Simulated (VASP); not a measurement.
Computed with PBE GGA, VASP's PBE PAW potentials (set 64) (plane waves; VASP 6.6.1).

Input for VASP

**KPOINTS**
```
Automatic mesh
0
Gamma
6 6 6
0 0 0
```

File POSCAR:
```
TlI
1
    0.0000000000     3.9028840000     3.9028840000
    3.9028840000     0.0000000000     3.9028840000
    3.9028840000     3.9028840000     0.0000000000
I Tl
1 1
Direct
  0.2500000000   0.2500000000   0.2500000000
  0.0000000000   0.0000000000   0.0000000000
```

### INCAR
```
NELM  =  100   ! most electronic steps
SIGMA  =  0.136   ! width (eV)
LWAVE  =  F
LMAXMIX  =  4
LCHARG  =  F
PREC  =  Accurate
LASPH  =  T   ! aspherical one-centre terms
EDIFF  =  1E-6
ISMEAR  =  0
LREAL  =  F   ! projection in real space or not
ISIF  =  2
ENCUT  =  300
ALGO  =  Normal
SYSTEM  =  TlI
GGA  =  PE   ! PBE
```

POTCAR, in this order: I Tl_d (PBE.64 set). Program: vasp_std.

Question: What will the output report for the number of irreducible k-points (NKPTS), largest plane-wave count, number of space-group operations, FFT grid (NGX, NGY, NGZ)?

Answer: 
```json
{
 "number of irreducible k-points (NKPTS)": "16",
 "largest_plane_wave_count": "1420",
 "number_of_space_group_operations": "24",
 "FFT grid (NGX, NGY, NGZ)": "32 × 32 × 32"
}
```

The structure was generated: TlI was put into an ordered model structure, which need not be its known phase. The cell was not relaxed at this level.
